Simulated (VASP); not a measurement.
Computed with PW91 GGA, VASP's PBE PAW potentials (set 64) (plane waves; VASP).

Input for VASP

POSCAR:
```
Ti
1
    1.4750000000    -2.5547750000     0.0000000000
    1.4750000000     2.5547750000     0.0000000000
    0.0000000000     0.0000000000     4.6800000000
Ti
2
Direct
  0.3333330000   0.6666670000   0.2500000000
  0.6666670000   0.3333330000   0.7500000000
```

### INCAR
```
ALGO = Normal   ! blocked Davidson
GGA = 91   ! PW91
LREAL = .FALSE.
ISMEAR = 1   ! Methfessel-Paxton
SIGMA = 0.1   ! width (eV)
LWAVE = .FALSE.
EDIFF = 1E-6
LMAXMIX = 4
EDIFFG = -0.01
NSW = 60   ! most ionic steps
LASPH = .TRUE.   ! aspherical one-centre terms
ENCUT = 520
SYSTEM = Ti
ISIF = 3   ! ions, shape and volume
NELM = 100
IBRION = 2
PREC = Accurate
LCHARG = .FALSE.
```

### KPOINTS
```
K-points
0
G
13 13 7
0 0 0
```

POTCAR, in this order: Ti_sv (PBE.64 set). Program: vasp_std.

### Question
Estimate the energy per atom (σ→0), volume per atom, band gap (on the k-mesh).

### Answer

```json
{
 "energy per atom (σ→0)": "-7.797 eV/atom",
 "band gap (on the k-mesh)": "none (metal, semimetal or under 0.01 eV)",
 "volume_per_atom": "17.28 Å^3/atom"
}
```

OSZICAR:
```
...
DAV:   3    -0.155899927950E+02    0.29821E-02   -0.42530E-02  3744   0.138E+00    0.196E-01
DAV:   4    -0.155915280802E+02   -0.15353E-02   -0.87329E-03  3752   0.634E-01    0.856E-02
DAV:   5    -0.155927710853E+02   -0.12430E-02   -0.26814E-03  3464   0.361E-01    0.117E-01
DAV:   6    -0.155930857127E+02   -0.31463E-03   -0.95973E-04  4024   0.250E-01    0.340E-02
DAV:   7    -0.155931405405E+02   -0.54828E-04   -0.12468E-04  3520   0.866E-02    0.421E-03
DAV:   8    -0.155931451185E+02   -0.45780E-05   -0.17231E-05  4120   0.241E-02    0.256E-03
DAV:   9    -0.155931449766E+02    0.14190E-06   -0.39123E-07  1592   0.656E-03
   3 F= -.15593145E+02 E0= -.15593086E+02  d E =-.482902E-02
```

The compound is Ti in the hcp structure. This run relaxes it. Symmetry was kept, so distortions that lower it aren't found.
